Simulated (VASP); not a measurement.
# A VASP study of BN (Qingsongite) (SCAN): structure first, properties next, part 4 of 6

Aim: relax BN (Qingsongite) with SCAN, compute its properties on that cell and hold them against experiment. The start is a cell from a database of measured crystal structures.

VASP 6.6.1, plane waves and PAW; the level of theory is named at each step.

So far, gap on the k-mesh (eV): step 2 (relaxing cell and atoms (SCAN)) 5.08; step 3 (density, ELF and potential (SCAN)) 5.08; step 5 (total and projected DOS (SCAN)) 4.97; step 7 (volume scan with SCAN, volume scale 0.94) 5.16.

## (8) Volume scan with SCAN, volume scale 0.96

Level of this step: SCAN; plane waves and PAW (B, N) (VASP).

The input, INCAR:

```
SYSTEM = BN
PREC = Accurate
ENCUT = 520
EDIFF = 1E-06
NELM = 100
ISMEAR = 0
SIGMA = 0.05
LREAL = .FALSE.
ALGO = Normal
METAGGA = SCAN
LASPH = .TRUE.
NBANDS = 10
LORBIT = 11
LWAVE = .FALSE.
LCHARG = .FALSE.
KPAR = 2
ISIF = 2
```

The input, POSCAR:

```
BN
1.0
    0.0000000000      1.7787956519      1.7787956519
    1.7787956519      0.0000000000      1.7787956519
    1.7787956519      1.7787956519      0.0000000000
B N
1 1
Direct
    0.0000000000      0.0000000000      0.0000000000
    0.2500000000      0.2500000000      0.2500000000
```

The input, KPOINTS:

```
Automatic mesh
0
Gamma
11 11 11
0 0 0
```

PAW data sets: B and N (PBE family, release 64).

Launch:

```
$ mpirun -np 2 vasp_std
```

Log:

```text
[... set-up lines as in an earlier step ...]
 entering main loop
       N       E                     dE             d eps       ncg     rms          rms(c)
DAV:   1     0.621553420860E+01    0.62155E+01   -0.51626E+03  1160   0.824E+02
DAV:   2    -0.225429545611E+02   -0.28758E+02   -0.27804E+02  1370   0.175E+02
DAV:   3    -0.230312446988E+02   -0.48829E+00   -0.48707E+00  1310   0.200E+01
DAV:   4    -0.230319102167E+02   -0.66552E-03   -0.66549E-03  1244   0.788E-01
DAV:   5    -0.230319108050E+02   -0.58836E-06   -0.58885E-06  1274   0.247E-02    0.687E+00
DAV:   6    -0.194360951548E+02    0.35958E+01   -0.21041E+00  1120   0.968E+00    0.377E+00
DAV:   7    -0.194988767072E+02   -0.62782E-01   -0.35899E-01  1166   0.513E+00    0.201E+00
DAV:   8    -0.195171114879E+02   -0.18235E-01   -0.63200E-02  1176   0.201E+00    0.197E-01
DAV:   9    -0.195168135360E+02    0.29795E-03   -0.51649E-03  1382   0.563E-01    0.114E-01
DAV:  10    -0.195169070422E+02   -0.93506E-04   -0.37869E-04  1222   0.184E-01    0.327E-02
DAV:  11    -0.195168959101E+02    0.11132E-04   -0.48489E-05  1264   0.557E-02    0.891E-03
DAV:  12    -0.195168968389E+02   -0.92871E-06   -0.10883E-06   788   0.117E-02
   1 F= -.19516897E+02 E0= -.19516897E+02  d E =-.311725E-23
```

Wall time 7.8 s (2 MPI ranks of Intel Xeon 6975P-C (Granite Rapids), shared host); peak memory 0.22 GiB; 14 s of CPU time.

OUTCAR, selected parts (step 8):

```text
   ENCUT  =  520.0 eV  38.22 Ry    6.18 a.u.   4.68  4.68  4.68*2*pi/ulx,y,z

   NELECT =       8.0000    total number of electrons

 E-fermi :   8.1395

 k-point     1 :       0.0000    0.0000    0.0000
  band No.  band energies     occupation
      1     -14.0850      2.00000
      2       7.8061      2.00000
      3       7.8061      2.00000
      4       7.8061      2.00000
      5      17.5324      0.00000
      6      17.5324      0.00000
      7      17.5324      0.00000
      8      19.6766      0.00000
      9      34.8781      0.00000
    ...

  Total        1.2287256      1.2287256      1.2287256      0.0000000      0.0000000     -0.0000000
  in kB      174.8869189    174.8869189    174.8869189      0.0000000      0.0000000     -0.0000000
  external PRESSURE =     174.8869189 kB  Pullay stress =       0.0000000 kB

 POSITION                                       TOTAL-FORCE (eV/Angst)
 -----------------------------------------------------------------------------------
      0.00000      0.00000      0.00000        -0.000000     -0.000000      0.000000
      0.88940      0.88940      0.88940         0.000000      0.000000      0.000000
 -----------------------------------------------------------------------------------
    total drift:                               -0.000000     -0.000000     -0.000000

  FREE ENERGIE OF THE ION-ELECTRON SYSTEM (eV)
  ---------------------------------------------------
  free  energy   TOTEN  =       -19.5168968389 eV

  energy  without entropy=      -19.5168968389  energy(sigma->0) =      -19.51689684

[... 4 parts as in an earlier step ...]

[... 12 further parts left out ...]
```

This step gave:

```
electronic steps               : 12
free energy (TOTEN)            : -19.52 eV
Fermi energy                   : 8.139 eV
pressure                       : 17.49 GPa
gap on the k-mesh              : 5.134 eV
least direct gap on the k-mesh : 9.726 eV
```

The pressure falls from 27.45 to 17.49 GPa.

The run ends at a pressure of 17.49 GPa.

## (9) Volume scan with SCAN, volume scale 0.98

INCAR is that of step 8.

The input, POSCAR:

```
BN
1.0
    0.0000000000      1.7910635958      1.7910635958
    1.7910635958      0.0000000000      1.7910635958
    1.7910635958      1.7910635958      0.0000000000
B N
1 1
Direct
    0.0000000000      0.0000000000      0.0000000000
    0.2500000000      0.2500000000      0.2500000000
```

KPOINTS is that of step 8.

Launch:

```
$ mpirun -np 2 vasp_std
```

Log:

```text
[... set-up lines as in an earlier step ...]
 entering main loop
       N       E                     dE             d eps       ncg     rms          rms(c)
DAV:   1     0.784982351102E+01    0.78498E+01   -0.53553E+03  1138   0.828E+02
DAV:   2    -0.224992506573E+02   -0.30349E+02   -0.29820E+02  1390   0.180E+02
DAV:   3    -0.230250239285E+02   -0.52577E+00   -0.52501E+00  1320   0.216E+01
DAV:   4    -0.230256805181E+02   -0.65659E-03   -0.65658E-03  1240   0.827E-01
[...]
DAV:  10    -0.195363068406E+02   -0.95051E-04   -0.41579E-04  1224   0.194E-01    0.356E-02
DAV:  11    -0.195362929791E+02    0.13861E-04   -0.58833E-05  1268   0.589E-02    0.872E-03
DAV:  12    -0.195362933020E+02   -0.32293E-06   -0.13432E-06  1012   0.128E-02
   1 F= -.19536293E+02 E0= -.19536293E+02  d E =-.124384E-16
```

It took 8 s on 2 MPI ranks; peak memory 0.22 GiB.

OUTCAR, selected parts (step 9):

```text
  Total        0.6031838      0.6031838      0.6031838      0.0000000      0.0000000      0.0000000
  in kB       84.1002467     84.1002467     84.1002467      0.0000000      0.0000000      0.0000000
  external PRESSURE =      84.1002467 kB  Pullay stress =       0.0000000 kB

 POSITION                                       TOTAL-FORCE (eV/Angst)
 -----------------------------------------------------------------------------------
      0.00000      0.00000      0.00000         0.000000      0.000000      0.000000
      0.89553      0.89553      0.89553        -0.000000     -0.000000     -0.000000
 -----------------------------------------------------------------------------------
    total drift:                               -0.000000     -0.000000     -0.000000

  FREE ENERGIE OF THE ION-ELECTRON SYSTEM (eV)
  ---------------------------------------------------
  free  energy   TOTEN  =       -19.5362933020 eV

  energy  without entropy=      -19.5362933020  energy(sigma->0) =      -19.53629330

[... 1 part as in an earlier step ...]

[... 2 further parts left out ...]
[key lines of the parts left out:]
E-fermi :   7.8145
```

The pressure falls from 17.49 to 8.41 GPa.

The run ends at a pressure of 8.41 GPa.

## (10) Volume scan with SCAN, volume scale 1

INCAR is that of step 9.

The input, POSCAR:

```
BN
1.0
    0.0000000000      1.8031657440      1.8031657440
    1.8031657440      0.0000000000      1.8031657440
    1.8031657440      1.8031657440      0.0000000000
B N
1 1
Direct
    0.0000000000      0.0000000000      0.0000000000
    0.2500000000      0.2500000000      0.2500000000
```

KPOINTS is that of step 9.

Launch:

```
$ mpirun -np 2 vasp_std
```

Log:

```text
[... set-up lines as in an earlier step ...]
 entering main loop
       N       E                     dE             d eps       ncg     rms          rms(c)
[... 11 cycles as in an earlier step ...]
DAV:  12    -0.195429630473E+02    0.98336E-07   -0.16160E-06  1108   0.140E-02
   1 F= -.19542963E+02 E0= -.19542963E+02  d E =-.149156E-11
```

Run time: 8.8 s. Hardware: 2 MPI ranks; peak memory 0.23 GiB.

OUTCAR, selected parts (step 10):

```text
  Total        0.0095323      0.0095323      0.0095323      0.0000000      0.0000000      0.0000000
  in kB        1.3024804      1.3024804      1.3024804      0.0000000      0.0000000      0.0000000
  external PRESSURE =       1.3024804 kB  Pullay stress =       0.0000000 kB

[... 5 parts as in an earlier step ...]

[... 1 further part left out ...]
[key lines of the parts left out:]
E-fermi :   7.5018
```

The pressure falls from 8.41 to 0.13 GPa.

The run ends at a pressure of 0.13 GPa.

## (11) Volume scan with SCAN, volume scale 1.02

INCAR is that of step 10.

The input, POSCAR:

```
BN
1.0
    0.0000000000      1.8151075870      1.8151075870
    1.8151075870      0.0000000000      1.8151075870
    1.8151075870      1.8151075870      0.0000000000
B N
1 1
Direct
    0.0000000000      0.0000000000      0.0000000000
    0.2500000000      0.2500000000      0.2500000000
```

KPOINTS is that of step 10.

Launch:

```
$ mpirun -np 2 vasp_std
```

Log:

```text
[... set-up lines as in an earlier step ...]
 entering main loop
       N       E                     dE             d eps       ncg     rms          rms(c)
DAV:   1     0.569762652421E+01    0.56976E+01   -0.53165E+03  1144   0.822E+02
DAV:   2    -0.225661532032E+02   -0.28264E+02   -0.27529E+02  1404   0.175E+02
DAV:   3    -0.229798961583E+02   -0.41374E+00   -0.41333E+00  1306   0.192E+01
DAV:   4    -0.229804681889E+02   -0.57203E-03   -0.57202E-03  1238   0.765E-01
[...]
DAV:  10    -0.195381427727E+02   -0.10850E-03   -0.47882E-04  1234   0.215E-01    0.418E-02
DAV:  11    -0.195381221312E+02    0.20642E-04   -0.87926E-05  1250   0.664E-02    0.837E-03
DAV:  12    -0.195381216432E+02    0.48803E-06   -0.20434E-06  1136   0.156E-02
   1 F= -.19538122E+02 E0= -.19538122E+02  d E =-.251219E-23
```

It took 7.6 s on 2 MPI ranks; peak memory 0.22 GiB; 14 s of CPU time.

OUTCAR, selected parts (step 11):

```text
  Total       -0.5534627     -0.5534627     -0.5534627      0.0000000      0.0000000      0.0000000
  in kB      -74.1415734    -74.1415734    -74.1415734      0.0000000      0.0000000      0.0000000
  external PRESSURE =     -74.1415734 kB  Pullay stress =       0.0000000 kB

 POSITION                                       TOTAL-FORCE (eV/Angst)
 -----------------------------------------------------------------------------------
      0.00000      0.00000      0.00000         0.000000     -0.000000      0.000000
      0.90755      0.90755      0.90755        -0.000000      0.000000     -0.000000
 -----------------------------------------------------------------------------------
    total drift:                               -0.000002     -0.000002     -0.000002

  FREE ENERGIE OF THE ION-ELECTRON SYSTEM (eV)
  ---------------------------------------------------
  free  energy   TOTEN  =       -19.5381216432 eV

  energy  without entropy=      -19.5381216432  energy(sigma->0) =      -19.53812164

[... 1 part as in an earlier step ...]

[... 2 further parts left out ...]
[key lines of the parts left out:]
E-fermi :   7.3835
```

The pressure falls from 0.13 to -7.41 GPa, so it vanishes between these two volumes.

## (12) Volume scan with SCAN, volume scale 1.04

INCAR is that of step 11.

The input, POSCAR:

```
BN
1.0
    0.0000000000      1.8268943302      1.8268943302
    1.8268943302      0.0000000000      1.8268943302
    1.8268943302      1.8268943302      0.0000000000
B N
1 1
Direct
    0.0000000000      0.0000000000      0.0000000000
    0.2500000000      0.2500000000      0.2500000000
```

KPOINTS is that of step 11.

Launch:

```
$ mpirun -np 2 vasp_std
```

Log:

```text
[... set-up lines as in an earlier step ...]
 entering main loop
       N       E                     dE             d eps       ncg     rms          rms(c)
DAV:   1     0.638736219018E+01    0.63874E+01   -0.51597E+03  1152   0.814E+02
DAV:   2    -0.224207377964E+02   -0.28808E+02   -0.27946E+02  1378   0.174E+02
DAV:   3    -0.229437950078E+02   -0.52306E+00   -0.52241E+00  1312   0.210E+01
DAV:   4    -0.229444929525E+02   -0.69794E-03   -0.69793E-03  1216   0.851E-01
[...]
DAV:  10    -0.195227170881E+02   -0.12119E-03   -0.50698E-04  1226   0.227E-01    0.455E-02
DAV:  11    -0.195226921342E+02    0.24954E-04   -0.10827E-04  1230   0.709E-02    0.810E-03
DAV:  12    -0.195226915070E+02    0.62722E-06   -0.25751E-06  1182   0.175E-02
   1 F= -.19522692E+02 E0= -.19522692E+02  d E =-.235586E-21
```

Run time: 7.4 s. Hardware: 2 MPI ranks; peak memory 0.23 GiB; 13 s of CPU time.

OUTCAR, selected parts (step 12):

```text
  Total       -1.0878269     -1.0878269     -1.0878269     -0.0000000     -0.0000000     -0.0000000
  in kB     -142.9223312   -142.9223312   -142.9223312     -0.0000000     -0.0000000     -0.0000000
  external PRESSURE =    -142.9223312 kB  Pullay stress =       0.0000000 kB

 POSITION                                       TOTAL-FORCE (eV/Angst)
 -----------------------------------------------------------------------------------
      0.00000      0.00000      0.00000         0.000000     -0.000000     -0.000000
      0.91345      0.91345      0.91345        -0.000000      0.000000      0.000000
 -----------------------------------------------------------------------------------
    total drift:                               -0.000003     -0.000003     -0.000003

  FREE ENERGIE OF THE ION-ELECTRON SYSTEM (eV)
  ---------------------------------------------------
  free  energy   TOTEN  =       -19.5226915070 eV

  energy  without entropy=      -19.5226915070  energy(sigma->0) =      -19.52269151

[... 1 part as in an earlier step ...]

[... 2 further parts left out ...]
[key lines of the parts left out:]
E-fermi :   7.1317
```

The pressure falls from -7.41 to -14.29 GPa.

The run ends at a pressure of -14.29 GPa.

## (13) Volume scan with SCAN, volume scale 1.06

A prediction first. A parabola through the 6 pressures of evenly scaled cells so far, P = 0.12 -396.0 t +736 t² GPa with t = ln(V/V₁) and V₁ the volume at scale 1, gives -20.45 GPa at t = +0.0583.

INCAR is that of step 12.

The input, POSCAR:

```
BN
1.0
    0.0000000000      1.8385309135      1.8385309135
    1.8385309135      0.0000000000      1.8385309135
    1.8385309135      1.8385309135      0.0000000000
B N
1 1
Direct
    0.0000000000      0.0000000000      0.0000000000
    0.2500000000      0.2500000000      0.2500000000
```

KPOINTS is that of step 12.

Launch:

```
$ mpirun -np 2 vasp_std
```

Log:

```text
[... set-up lines as in an earlier step ...]
 entering main loop
       N       E                     dE             d eps       ncg     rms          rms(c)
DAV:   1     0.580291696627E+01    0.58029E+01   -0.51025E+03  1152   0.808E+02
DAV:   2    -0.223829669240E+02   -0.28186E+02   -0.26965E+02  1376   0.171E+02
DAV:   3    -0.229001526867E+02   -0.51719E+00   -0.51633E+00  1312   0.203E+01
DAV:   4    -0.229010454259E+02   -0.89274E-03   -0.89266E-03  1232   0.849E-01
[...]
DAV:  10    -0.194975995641E+02   -0.13833E-03   -0.54211E-04  1232   0.238E-01    0.495E-02
DAV:  11    -0.194975694087E+02    0.30155E-04   -0.13402E-04  1230   0.759E-02    0.780E-03
DAV:  12    -0.194975688975E+02    0.51114E-06   -0.31929E-06  1202   0.195E-02
   1 F= -.19497569E+02 E0= -.19497569E+02  d E =-.712963E-24
```

Wall time 8.6 s (2 MPI ranks); peak memory 0.23 GiB.

From OUTCAR (step 13):

```text
  Total       -1.5956719     -1.5956719     -1.5956719      0.0000000      0.0000000     -0.0000000
  in kB     -205.6891485   -205.6891485   -205.6891485      0.0000000      0.0000000     -0.0000000
  external PRESSURE =    -205.6891485 kB  Pullay stress =       0.0000000 kB

 POSITION                                       TOTAL-FORCE (eV/Angst)
 -----------------------------------------------------------------------------------
      0.00000      0.00000      0.00000         0.000000     -0.000000     -0.000000
      0.91927      0.91927      0.91927        -0.000000      0.000000      0.000000
 -----------------------------------------------------------------------------------
    total drift:                               -0.000004     -0.000004     -0.000004

  FREE ENERGIE OF THE ION-ELECTRON SYSTEM (eV)
  ---------------------------------------------------
  free  energy   TOTEN  =       -19.4975688975 eV

  energy  without entropy=      -19.4975688975  energy(sigma->0) =      -19.49756890

[... 1 part as in an earlier step ...]

[... 2 further parts left out ...]
[key lines of the parts left out:]
E-fermi :   6.9274
```

The pressure falls from -14.29 to -20.57 GPa. The parabola predicted -20.45 GPa, +0.12 GPa off.

## (14) The series together

Times are for 2 MPI ranks of Intel Xeon 6975P-C (Granite Rapids), shared host. Results by setting:

```tsv
no.	volume scale	energy above the lowest point (meV/atom)	pressure (GPa)	gap on the k-mesh (eV)	time	memory (GiB)
1	0.94	29.71	27.45	5.163	7.8 s	0.22
2	0.96	13.03	17.49	5.134	7.8 s	0.22
3	0.98	3.33	8.410	5.106	8 s	0.22
4	1	0	0.1302	5.078	8.8 s	0.23
5	1.02	2.42	-7.414	5.049	7.6 s	0.22
6	1.04	10.14	-14.29	5.020	7.4 s	0.23
7	1.06	22.7	-20.57	4.991	8.6 s	0.23
```

## (15) Fit for SCAN

This step: Birch-Murnaghan fit, SCAN; plane waves and PAW (VASP 6.6.1).

No new run; the numbers come from the runs before.

Numbers from this step:

| Property | Result |
| --- | --- |
| pressure derivative of the bulk modulus | 3.585 |
| r.m.s. error of the fit | 7.59e-6 eV/atom |
| minimum inside the sampled range | yes |
| bulk modulus | 393.5 GPa |
| equilibrium volume of the fit | 5.870 Å³/atom |

Table of energy above the fitted minimum by volume:

```tsv
volume (Å³/atom)	energy above the fitted minimum (eV/atom)
5.511	0.0297
5.628	0.0131
5.746	0.00336
5.863	2.6e-5
5.980	0.00245
6.097	0.0102
6.215	0.0227
```

The fitted volume lies +0.13 % from the relaxed one. At a finite cutoff and mesh the minimum of the energy and the zero of the stress don't quite coincide, and the relaxation stops at a threshold.

(Continued in part 5 of 6.)

[Lines on the potential files, build, host, timing and source positions are cut from VASP's logs without a mark.]

[Logs are printed without paths, hosts, clocks, repeated set-up lines and the standing remarks that a program may print on its own settings, such as how far it seeks lower states.]

[Hosts, paths, dates, database ids (printed as entryN), source tags and the programs' standing remarks are cut or masked in the printed files.]

[A measured line is paired with the nearest computed mode of its activity, which favours agreement.]
